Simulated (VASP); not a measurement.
**CuO (relaxed from the CsCl structure, space group Pm-3m): computed properties**

The numbers are results of PBEsol GGA, VASP's PBE PAW potentials (set 64) (plane waves; VASP), not measurements.

- space group: Pm-3m (221)
- cell: a = 2.590 Å, b = 2.590 Å, c = 2.590 Å, α = 90.00°, β = 90.00°, γ = 90.00°
- volume per atom: 8.68 Å³/atom
- band gap (over mesh and band path): none (metal, semimetal or under 0.01 eV)
- density: 7.61 g/cm³
- optical Γ-point spectrum: 182 (×3) cm⁻¹
- C11: 401 GPa
- C12: 105 GPa
- C44: -74.2 GPa

```yaml
crystal:
  lattice:
    - [2.58972, 0.00000, 0.00000]
    - [0.00000, 2.58972, 0.00000]
    - [0.00000, 0.00000, 2.58972]
  atoms:
    - { symbol: Cu, position: [0.00000, 0.00000, 0.00000] }
    - { symbol: O, position: [0.50000, 0.50000, 0.50000] }
```

Finite-difference elastic constants of metals are sensitive to mesh and smearing; shear constants can be off by tens of GPa.

The structure was generated: CuO was put into the CsCl type (Pm-3m), which need not be its known phase. It was relaxed first, which changed the volume by +50 %. Symmetry was kept, so distortions that lower it aren't found. The electron count is odd and the run is not spin-polarised, which forces a metal.
